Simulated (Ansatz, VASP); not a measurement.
## Hf2Si11O26 in two plane-wave programs

Aim: how closely do two programs agree when they are given the same cell, functional and k mesh? The structure shown is the start of the Ansatz relaxation below; VASP solves that cell, so the two are compared at the walk's first step.

Calculated with Ansatz 0.2.0; plane waves, with VASP 6.6.1 beside it; single point at PBE.

**1. Starting point**

The cell holds 39 atoms: 2 Hf, 11 Si and 26 O. Cell: a = 7.912 Å, b = 7.912 Å, c = 7.912 Å, α = 90.0°, β = 90.0°, γ = 90.0°.

**2. Ansatz: relaxation, PBE**

Ansatz runs on its PAW soft_1 files.

The two programs are compared at the cell with which this relaxation starts, whose forces are those of its first step.

File input.yaml:

```yaml
crystal:
  lattice:
    - [7.911951817, 0.0, 0.0]
    - [0.0, 7.911951817, 0.0]
    - [0.0, 0.0, 7.911951817]
  atoms:
    - { symbol: Hf, position: [0.30631, 0.572817, 0.342548] }
    - { symbol: Hf, position: [0.327107, 0.192134, 0.798262] }
    - { symbol: Si, position: [0.744379, 0.737154, 0.965685] }
    - { symbol: Si, position: [0.676547, 0.341806, 0.720162] }
    - { symbol: Si, position: [0.112624, 0.545592, 0.954972] }
    - { symbol: Si, position: [0.517416, 0.788462, 0.648107] }
    - { symbol: Si, position: [0.600876, 0.255009, 0.363977] }
    - { symbol: Si, position: [0.949752, 0.560225, 0.522782] }
    - { symbol: Si, position: [0.920268, 0.090038, 0.890746] }
    - { symbol: Si, position: [0.171952, 0.845856, 0.728698] }
    - { symbol: Si, position: [0.965938, 0.150329, 0.272397] }
    - { symbol: Si, position: [0.749301, 0.815683, 0.332259] }
    - { symbol: Si, position: [0.328752, 0.020043, 0.220929] }
    - { symbol: O, position: [0.297991, 0.830178, 0.282743] }
    - { symbol: O, position: [0.172736, 0.50906, 0.135482] }
    - { symbol: O, position: [0.665199, 0.768236, 0.151245] }
    - { symbol: O, position: [0.508799, 0.417768, 0.302271] }
    - { symbol: O, position: [0.806552, 0.258169, 0.34797] }
    - { symbol: O, position: [0.884876, 0.962083, 0.306977] }
    - { symbol: O, position: [0.643433, 0.852989, 0.504697] }
    - { symbol: O, position: [0.95385, 0.173449, 0.069225] }
    - { symbol: O, position: [0.166758, 0.12771, 0.308979] }
    - { symbol: O, position: [0.330115, 0.064191, 0.025398] }
    - { symbol: O, position: [0.908514, 0.609297, 0.959178] }
    - { symbol: O, position: [0.512726, 0.093954, 0.280525] }
    - { symbol: O, position: [0.608337, 0.728202, 0.816204] }
    - { symbol: O, position: [0.556459, 0.2451, 0.569506] }
    - { symbol: O, position: [0.413012, 0.641248, 0.568233] }
    - { symbol: O, position: [0.801093, 0.199383, 0.781604] }
    - { symbol: O, position: [0.802174, 0.479072, 0.639385] }
    - { symbol: O, position: [0.528851, 0.353435, 0.851494] }
    - { symbol: O, position: [0.050996, 0.741807, 0.60625] }
    - { symbol: O, position: [0.364984, 0.934062, 0.685647] }
    - { symbol: O, position: [0.847948, 0.644294, 0.374877] }
    - { symbol: O, position: [0.202686, 0.718717, 0.879007] }
    - { symbol: O, position: [0.159218, 0.388416, 0.837376] }
    - { symbol: O, position: [0.831533, 0.915254, 0.922589] }
    - { symbol: O, position: [0.091605, 0.032024, 0.782913] }
    - { symbol: O, position: [0.107939, 0.456325, 0.473232] }
  symmetry: { detect: false }
kpoints:
  mp_grid: { grid: [2, 2, 2] }
scf:
  occupations: { method: fermi_dirac, width: 0.05 }
hamiltonian:
  xc: pbe
  pseudopotentials: { kind: paw, azcp: { folder: soft_1 } }
output:
  forces: true
  stress: true
relax:
  f_tol: 0.04
  max_steps: 150
  escape_saddle: false
  cell: { stress_tol: 0.4, fix: [] }
```

The run is started by

```
> ansatz run input.yaml --threads 4 --pin off --max-ram 16384MiB --backend cpu --events-out ev --progress --plain --runs-dir out
```

Numbers of over 12 decimals in the logs are rounded to 6 here.

The log of the run:

```text
Engine: ansatz 0.2.0, aarch64-unknown-linux-gnu
Pseudopotentials: kind: paw
Pseudopotential: Hf, paw, valence charge 26, recommended cutoff 420 eV (normal), soft_1/Hf.paw.azcp
Pseudopotential: Si, paw, valence charge 4, recommended cutoff 420 eV (normal), soft_1/Si.paw.azcp
Pseudopotential: O, paw, valence charge 6, recommended cutoff 420 eV (normal), soft_1/O.paw.azcp
Functional definition: PBE
  parameter kappa = 0.804
  parameter beta = 0.066725
  exchange = pbe_x(kappa = kappa, mu = beta*pi^2/3)
  correlation = pbe_c(beta = beta)
Crystal: 39 atoms, lattice volume = 495.280 Å³
Basis set: ecut = 420 eV, 9771 PW (Γ), exchange–correlation on 108×108×108 points (8 copies of the dense FFT grid, shifted against one another)
Bands: 165, of which v1, the nominal top of the filled ones, is band 126 counted from 1 (125 counted from 0)
Symmetry: 1 space group operations
k-points: 8
Non-local potential: Hf, projectors of the file, l = 0: 3, l = 1: 2, l = 2: 2, l = 3: 3
Non-local potential: Si, projectors of the file, l = 0: 2, l = 1: 2, l = 2: 1
Non-local potential: O, projectors of the file, l = 0: 2, l = 1: 2, l = 2: 1
PAW form: soft (Blöchl's): semilocal exchange-correlation on the pseudo side does not see the compensation charge
PAW one-centre angular grid: Hf, 590 points (default); XC on 64 Gauss nodes
PAW one-centre angular grid: Si, 110 points (default); XC on 64 Gauss nodes
PAW one-centre angular grid: O, 110 points (default); XC on 64 Gauss nodes
Initial density: superposition of atomic densities (chi_scale 0.1, normalization cell, long waves kept (reshape's long-wave potential 0.80 eV rms))
Initial wavefunctions: pseudopotential atomic-orbital guess
Functional: x = pbe(κ = 0.804, μ = 0.219515), c = pbe(β = 0.066725)
SCF iter   1: F=—  HF=-53275.817510 eV  |F-HF|=—  |Δ(HF+E_count)|=         —  Δρ=1.78e-1  dr2=4.80e2  ethr=3.10e-3  ⟨swp⟩=6.0  Hψ=5734  notcnv=0  defer=70
preconditioner: auto → LDOS  [metal: Δε(μ)=0.032 eV  Ē_g=17.018 eV  σ=0.050 eV  W_gap=0.16  n_scr=122 (ndim 8)  ℏωp=25.6 eV  f_vac=0.050  D(μ)=22.97/eV (n_scr^D=202)  β→1.0]
SCF iter   2: F=—  HF=-53242.650131 eV  |F-HF|=—  |Δ(HF+E_count)|=    3.32e1  Δρ=1.22e-1  dr2=4.56e1  ethr=3.10e-3  ⟨swp⟩=4.0  Hψ=3781  notcnv=0  defer=208
preconditioner: auto → Resta (q_TF=auto, 2.438 Å⁻¹)  ε∞=3.8  [insulator: Δε(μ)=2.152 eV  Ē_g=15.358 eV  σ=0.050 eV  W_gap=1.00  n_scr=122 (ndim 8)  ℏωp=25.7 eV  f_vac=0.132  D(μ)=0.00/eV (n_scr^D=0)  ε∞_Penn≈3.8  vacuum switching on, ρ_ref=1.7e-2 e/Å³  β→0.5]
SCF iter   3: F=—  HF=-53232.717546 eV  |F-HF|=—  |Δ(HF+E_count)|=    9.93e0  Δρ=4.54e-2  dr2=7.45e0  ethr=3.10e-3  ⟨swp⟩=4.0  Hψ=3586  notcnv=0  defer=227
SCF iter   4: F=—  HF=-53231.489504 eV  |F-HF|=—  |Δ(HF+E_count)|=    1.23e0  Δρ=1.75e-2  dr2=1.12e0  ethr=2.96e-3  ⟨swp⟩=2.0  Hψ=2525  notcnv=0  defer=259
SCF iter   5: F=—  HF=-53231.471903 eV  |F-HF|=—  |Δ(HF+E_count)|=   1.76e-2  Δρ=6.79e-3  dr2=3.04e-1  ethr=4.43e-4  ⟨swp⟩=4.4  Hψ=2761  notcnv=0  defer=260
SCF iter   6: F=—  HF=-53231.413618 eV  |F-HF|=—  |Δ(HF+E_count)|=   5.83e-2  Δρ=3.05e-3  dr2=6.23e-2  ethr=1.21e-4  ⟨swp⟩=2.8  Hψ=2357  notcnv=0  defer=261
SCF iter   7: F=—  HF=-53231.401440 eV  |F-HF|=—  |Δ(HF+E_count)|=   1.22e-2  Δρ=1.35e-3  dr2=6.78e-3  ethr=2.47e-5  ⟨swp⟩=3.0  Hψ=2129  notcnv=0  defer=261
SCF iter   8: F=—  HF=-53231.399549 eV  |F-HF|=—  |Δ(HF+E_count)|=   1.89e-3  Δρ=4.50e-4  dr2=7.80e-4  ethr=2.69e-6  ⟨swp⟩=2.0  Hψ=2119  notcnv=0  defer=261
SCF iter   9: F=—  HF=-53231.399735 eV  |F-HF|=—  |Δ(HF+E_count)|=   1.87e-4  Δρ=1.59e-4  dr2=1.15e-4  ethr=3.09e-7  ⟨swp⟩=2.0  Hψ=2067  notcnv=0  defer=261
SCF iter  10: F=—  HF=-53231.399728 eV  |F-HF|=—  |Δ(HF+E_count)|=   7.53e-6  Δρ=7.45e-5  dr2=2.43e-5  ethr=4.57e-8  ⟨swp⟩=2.0  Hψ=2067  notcnv=0  defer=261
SCF iter  11: F=—  HF=-53231.400507 eV  |F-HF|=—  |Δ(HF+E_count)|=   7.79e-4  Δρ=2.30e-5  dr2=2.18e-6  ethr=9.62e-9  ⟨swp⟩=2.0  Hψ=2293  notcnv=0  defer=261
SCF iter  12: F=—  HF=-53231.400508 eV  |F-HF|=—  |Δ(HF+E_count)|=   1.28e-6  Δρ=1.53e-5  dr2=9.37e-7  ethr=8.67e-10  ⟨swp⟩=2.0  Hψ=2067  notcnv=0  defer=261
SCF iter  13: F=-53231.400508 eV  HF=-53231.400508 eV  |F-HF|=1.18e-8  |Δ(HF+E_count)|=   1.64e-9  Δρ=4.02e-6  dr2=7.40e-8  ethr=3.97e-11  ⟨swp⟩=3.0  Hψ=5280  notcnv=0
SCF 1 converged in 13 iterations: F = -53231.400508 eV  dr2 = 7.40e-8
  greatest PAW one-centre occupation: 0.999 electrons in one spin orbital (limit 2), on the Hf atom at site 0 (counted from 0), in its partial waves of l = 0
relax step   1: F+E_penalty+E_count = -53231.40050820 eV  Δ(F+E_penalty+E_count) = +0.000e0 eV  max|allowed force component| = 3.609e0 eV/Å  Δτ_max = 0.0000 Å  P = +5.395 GPa  Ω = 495.280 Å³  (13 SCF iters, dr2 threshold 1.00e-7 eV, accepted)
Crystal: 39 atoms, lattice volume = 497.108 Å³
[...]
Basis set: ecut = 420 eV, 9967 PW (Γ), exchange–correlation on 108×120×120 points (8 copies of the dense FFT grid, shifted against one another)
iter 1 solved again at ethr=9.86e-8 eV; its pass at ethr=3.10e-3 eV (dr2=2.48e-4 eV) is discarded
SCF iter   1: F=—  HF=-53234.504122 eV  |F-HF|=—  |Δ(HF+E_count)|=         —  Δρ=8.26e-5  dr2=2.49e-6  ethr=9.86e-8  ⟨swp⟩=4.1  Hψ=11141  notcnv=0
[...]
SCF converged after 4 iterations
Free energy (F): -53234.504844 eV
Harris-Foulkes:  -53234.504844 eV  (|F-HF|=1.35e-9)
Internal energy: -53234.504844 eV  (E = F + TS)
E sigma→0 (E₀):  -53234.504844 eV
Fermi energy:    6.197258 eV
--- Per-component energies (eV) ---
  E_band       = -1338.948278
  E_kinetic    = 5741.897749
  E_local      = -31730.932889  (includes V_loc(G=0)·N_el)
  E_nonlocal   = 1725.286323
  E_hartree    = 13821.911622
  E_xc         = -3024.878735
  E_vxc        = -3422.852299  (∫ρ·V_xc dr)
  E_paw        = -25278.356014  (= ΣΔE_a)
  E_vpaw       = -1296.190278  (= ΣTr[D̂ρ^β])
  E_aug_tail   = 0.021370  (compensation charges beyond the density's cutoff)
  E_ewald      = -14489.454270
  E_smearing   = -0.000000  (= −TS)
  E_closure    = 0.000000  (closes the sum)
  Σ components = -53234.504844   (vs F -53234.504844, Δ=0.00e0)
--- Forces (eV/Å), atoms counted from 1 ---
  atom   1  Hf     0.01136049    -0.01015276     0.03187934
  atom   2  Hf     0.00742325     0.03182308     0.02696494
  atom   3  Si    -0.00394078    -0.00734975    -0.00570193
  atom   4  Si     0.02082743    -0.00065173     0.01016245
  atom   5  Si     0.00679824    -0.00767277     0.00578957
  atom   6  Si    -0.00898964    -0.00365440    -0.01610615
  atom   7  Si    -0.00757364     0.00290902    -0.00838830
  atom   8  Si     0.01010286    -0.01870526    -0.02614309
  atom   9  Si    -0.00891223     0.01113225     0.00280330
  atom  10  Si     0.01401264     0.01110760     0.00351048
  atom  11  Si     0.00810827     0.00847458     0.00089649
  atom  12  Si     0.00411601    -0.00613409     0.00905492
  atom  13  Si    -0.01260408     0.01875582    -0.00009947
  atom  14  O     -0.00226219    -0.00483367    -0.00200462
  atom  15  O     -0.00635828    -0.00351384    -0.00933939
  atom  16  O      0.00956147     0.00724678    -0.00849738
  atom  17  O     -0.01027794     0.00154395    -0.00782025
  atom  18  O     -0.00235780     0.00805433     0.00485437
  atom  19  O     -0.00804302    -0.00967099    -0.00437142
  atom  20  O     -0.00953192    -0.00307876     0.00687020
  atom  21  O     -0.00988598    -0.00121538    -0.00239565
  atom  22  O      0.00926132    -0.00941237    -0.00282137
  atom  23  O     -0.00012328     0.01093355    -0.01255181
  atom  24  O      0.00200430    -0.00007023     0.00101094
[...]
atom  32  O      0.00462124     0.00742698     0.00442550
  atom  33  O     -0.00555167    -0.00958020    -0.00355606
  atom  34  O      0.00616987    -0.00063834    -0.00282407
  atom  35  O     -0.00157430    -0.00247287    -0.00876082
  atom  36  O      0.00348406    -0.01822689     0.00266849
  atom  37  O      0.00384006     0.00191116    -0.00317823
  atom  38  O      0.00287654    -0.00679969     0.00945039
  atom  39  O      0.00911650     0.02276341     0.00369243
  max |Σ_I F_I| component: 1.56e-5 eV/Å
--- Stress (GPa, compression-positive) ---
       -0.023282      -0.002371      -0.025142
       -0.002372      -0.003505       0.027704
       -0.025136       0.027708       0.011091
  P = ⅓ Tr σ = -0.0052 GPa (-0.052 kbar)
--- Relaxed structure (9 steps of the walk, 8 accepted, 2 SCFs on fresh bases) ---
  F+E_penalty+E_count = -53234.50484361 eV   max|allowed force component| = 3.188e-2 eV/Å   (the final SCF, on the basis selected at the relaxed cell)
  cell:  # Å, volume = 510.3530 Å³
    - [7.769367, -0.00431232, 0.186381]
    - [-0.00431232, 8.089457, 0.184533]
    - [0.186381, 0.184533, 8.128869]
  atoms:
    - { symbol: Hf, position: [0.314492, 0.588153, 0.339356] }
    - { symbol: Hf, position: [0.330788, 0.223586, 0.831851] }
    - { symbol: Si, position: [0.741193, 0.728183, 0.970268] }
    - { symbol: Si, position: [0.689548, 0.333195, 0.705308] }
    - { symbol: Si, position: [0.097464, 0.553916, 0.977470] }
    - { symbol: Si, position: [0.521828, 0.763468, 0.644072] }
    - { symbol: Si, position: [0.588151, 0.267779, 0.361378] }
    - { symbol: Si, position: [0.967143, 0.583640, 0.538226] }
    - { symbol: Si, position: [0.920044, 0.079046, 0.876189] }
    - { symbol: Si, position: [0.173047, 0.845873, 0.736129] }
    - { symbol: Si, position: [0.942393, 0.135159, 0.239729] }
    - { symbol: Si, position: [0.755372, 0.794246, 0.324681] }
    - { symbol: Si, position: [0.312814, 0.032348, 0.230396] }
    - { symbol: O, position: [0.299031, 0.836293, 0.278634] }
    - { symbol: O, position: [0.169398, 0.522269, 0.155621] }
    - { symbol: O, position: [0.651329, 0.747365, 0.157980] }
    - { symbol: O, position: [0.506254, 0.433040, 0.281938] }
    - { symbol: O, position: [0.799214, 0.253831, 0.328394] }
    - { symbol: O, position: [0.879943, 0.946255, 0.268108] }
    - { symbol: O, position: [0.654953, 0.843032, 0.498128] }
    - { symbol: O, position: [0.943065, 0.181085, 0.039994] }
    - { symbol: O, position: [0.140655, 0.137226, 0.299230] }
    - { symbol: O, position: [0.333245, 0.085876, 0.030905] }
    - { symbol: O, position: [0.885422, 0.580009, 0.973480] }
    - { symbol: O, position: [0.487692, 0.103842, 0.307783] }
    - { symbol: O, position: [0.602758, 0.719153, 0.825383] }
    - { symbol: O, position: [0.557438, 0.269085, 0.566327] }
    - { symbol: O, position: [0.423815, 0.613216, 0.569761] }
    - { symbol: O, position: [0.817045, 0.177287, 0.737618] }
    - { symbol: O, position: [0.812407, 0.491433, 0.653328] }
    - { symbol: O, position: [0.550277, 0.341974, 0.860037] }
    - { symbol: O, position: [0.038822, 0.759703, 0.616446] }
    - { symbol: O, position: [0.370738, 0.909618, 0.677775] }
    - { symbol: O, position: [0.874709, 0.636320, 0.368158] }
    - { symbol: O, position: [0.185613, 0.728251, 0.900101] }
    - { symbol: O, position: [0.165934, 0.399665, 0.863005] }
    - { symbol: O, position: [0.843609, 0.899604, 0.921905] }
    - { symbol: O, position: [0.109806, 0.041216, 0.777718] }
    - { symbol: O, position: [0.132156, 0.474331, 0.491720] }
```

(Part 1 of 2 ends here.)

[Lines on the potential files, build, host, timing and source positions are cut from VASP's logs without a mark.]

[Logs are printed without paths, hosts, clocks, repeated set-up lines and the standing remarks that a program may print on its own settings, such as how far it seeks lower states.]

[Hosts, paths, dates, database ids (printed as entryN), source tags and the programs' standing remarks are cut or masked in the printed files.]
